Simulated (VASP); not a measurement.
Computed with PBEsol GGA, VASP's PBE PAW potentials (set 64) (plane waves; VASP).

A VASP calculation is set up with these files.

File KPOINTS:
```
Automatic mesh
0
Gamma
13 13 13
```

POSCAR:
```
FeO
1
    2.6111102159    -0.0000000000     0.0000000000
   -0.0000000000     2.6111102159    -0.0000000000
    0.0000000000    -0.0000000000     2.6111102159
Fe O
1 1
Direct
  0.0000000000   0.0000000000   0.0000000000
  0.5000000000   0.5000000000   0.5000000000
```

**INCAR**
```
# general
SYSTEM =FeO
PREC   =Accurate
ENCUT  =520
LREAL  =.FALSE.   # projection in real space or not
LASPH  =.TRUE.   # aspherical one-centre terms

# electronic loop
EDIFF  =1E-6
NELM   =100   # most electronic steps
ALGO   =Normal
LMAXMIX=4   # l cut-off of mixed one-centre charges

# smearing
ISMEAR =1   # Methfessel-Paxton
SIGMA  =0.1

# functional
GGA    =PS   # PBEsol

# spin
ISPIN  =2
MAGMOM =3.5 0.4

# ions
IBRION =2   # conjugate gradients
NSW    =60   # most ionic steps
ISIF   =3   # ions, shape and volume
EDIFFG =-0.01   # ionic stop

# output
LWAVE  =.FALSE.
LCHARG =.FALSE.
LORBIT =10
```

POTCAR, in this order: Fe O (PBE.64 set). Program: vasp_std.

The run wrote:

File OSZICAR:
```
       N       E                     dE             d eps       ncg     rms          rms(c)
DAV:   1     0.709126557140E+02    0.70913E+02   -0.72284E+03  4677   0.129E+03
DAV:   2    -0.124843016648E+02   -0.83397E+02   -0.71720E+02  4518   0.251E+02
DAV:   3    -0.177427407926E+02   -0.52584E+01   -0.51052E+01  5013   0.709E+01
DAV:   4    -0.177946454819E+02   -0.51905E-01   -0.51862E-01  5018   0.680E+00
DAV:   5    -0.177950851076E+02   -0.43963E-03   -0.43961E-03  5228   0.656E-01    0.154E+01
DAV:   6    -0.160325984577E+02    0.17625E+01   -0.19839E+01  5669   0.765E+01    0.187E+01
DAV:   7    -0.154149393936E+02    0.61766E+00   -0.39189E+00  5501   0.493E+01    0.861E+00
DAV:   8    -0.153587105767E+02    0.56229E-01   -0.34587E-01  6178   0.997E+00    0.496E+00
DAV:   9    -0.153541303311E+02    0.45802E-02   -0.29960E-01  6381   0.112E+01    0.227E+00
DAV:  10    -0.153340346620E+02    0.20096E-01   -0.91032E-02  6197   0.725E+00    0.347E-01
DAV:  11    -0.153329361606E+02    0.10985E-02   -0.10607E-02  6390   0.152E+00    0.112E-01
DAV:  12    -0.153330607197E+02   -0.12456E-03   -0.70259E-04  6511   0.357E-01    0.718E-02
DAV:  13    -0.153330379351E+02    0.22785E-04   -0.79568E-05  6372   0.142E-01    0.271E-02
DAV:  14    -0.153330390699E+02   -0.11348E-05   -0.28785E-05  6187   0.797E-02    0.109E-02
DAV:  15    -0.153330381690E+02    0.90096E-06   -0.19745E-06  3498   0.202E-02
   1 F= -.15333038E+02 E0= -.15333389E+02  d E =-.153330E+02  mag=     4.0054
```

OUTCAR:
```
------------------------ aborting loop because EDIFF is reached ----------------------------------------
  FORCE on cell =-STRESS in cart. coord.  units (eV):
  Direction    XX          YY          ZZ          XY          YZ          ZX
  --------------------------------------------------------------------------------------
  Total       -0.0056691     -0.0056691     -0.0056691     -0.0000000     -0.0000000      0.0000000
  in kB       -0.5102132     -0.5102132     -0.5102132     -0.0000000     -0.0000000      0.0000000
  external PRESSURE =      -0.5102132 kB  Pullay stress =       0.0000000 kB
  volume of cell :       17.80
      direct lattice vectors                 reciprocal lattice vectors
     2.611110216  0.000000000  0.000000000     0.382978855  0.000000000  0.000000000
     0.000000000  2.611110216  0.000000000     0.000000000  0.382978855  0.000000000
     0.000000000  0.000000000  2.611110216     0.000000000  0.000000000  0.382978855
 POSITION                                       TOTAL-FORCE (eV/Angst)
 -----------------------------------------------------------------------------------
      0.00000      0.00000      0.00000         0.000000      0.000000      0.000000
      1.30556      1.30556      1.30556         0.000000      0.000000      0.000000
 -----------------------------------------------------------------------------------
    total drift:                                0.000000      0.000000      0.000000
  FREE ENERGIE OF THE ION-ELECTRON SYSTEM (eV)
  ---------------------------------------------------
  free  energy   TOTEN  =       -15.3330381690 eV

  energy  without entropy=      -15.3340911337  energy(sigma->0) =      -15.33338916

 total charge

# of ion       s       p       d       tot
------------------------------------------
    1        0.310   0.386   6.132   6.827
    2        1.565   3.384   0.000   4.949
--------------------------------------------------
tot          1.874   3.770   6.132  11.776

 magnetization (x)

# of ion       s       p       d       tot
------------------------------------------
    1        0.008   0.018   3.492   3.518
    2        0.030   0.356   0.000   0.385
--------------------------------------------------
tot          0.037   0.374   3.492   3.903

 reached required accuracy - stopping structural energy minimisation
```
(Selected blocks of OUTCAR.)

**OUTCAR**
```
 val. band max:        6.3961100995   @ k =   0.2308   0.1538   0.1538

 cond. band min:       6.4996308699   @ k =   0.2308   0.2308   0.1538


 Fermi energy:         6.4256780122

 spin component 1

 k-point     1 :       0.0000    0.0000    0.0000
  band No.  band energies     occupation
      1     -13.9818      1.00000
      2       1.9049      1.00000
      3       1.9049      1.00000
      4       3.5821      1.00000
      5       3.5821      1.00000
      6       3.5821      1.00000
      7       4.0592      1.00000
      8       4.0592      1.00000
      9       4.0592      1.00000
     10       7.2325     -0.00000
     11      21.7242      0.00000
     12      21.7242      0.00000
     13      26.5427      0.00000

 k-point     2 :       0.0769    0.0000    0.0000
  band No.  band energies     occupation
      1     -13.9176      1.00000
      2       1.7262      1.00000
      3       1.9266      1.00000
      4       3.2501      1.00000
      5       3.2501      1.00000
      6       3.3757      1.00000
      7       4.0644      1.00000
      8       4.4087      1.00000
      9       4.4087      1.00000
     10       7.6600     -0.00000
     11      21.3845      0.00000
     12      21.7438      0.00000
     13      26.4322      0.00000

 k-point     3 :       0.1538    0.0000    0.0000
  band No.  band energies     occupation
      1     -13.7336      1.00000
      2       0.9924      1.00000
      3       1.9871      1.00000
      4       2.7958      1.00000
      5       2.7958      1.00000
      6       3.3447      1.00000
      7       4.0786      1.00000
      8       4.9138      1.00000
      9       4.9138      1.00000
     10       8.5614      0.00000
     11      20.4590      0.00000
     12      21.8020      0.00000
     13      26.0919      0.00000

 k-point     4 :       0.2308    0.0000    0.0000
  band No.  band energies     occupation
      1     -13.4564      1.00000
...
```

The moments were started parallel, and other spin orders were not tried in this run.

The structure was generated: FeO was put into the CsCl type type (Pm-3m), which need not be its known phase. It was relaxed first. The start is the result of an earlier pass.
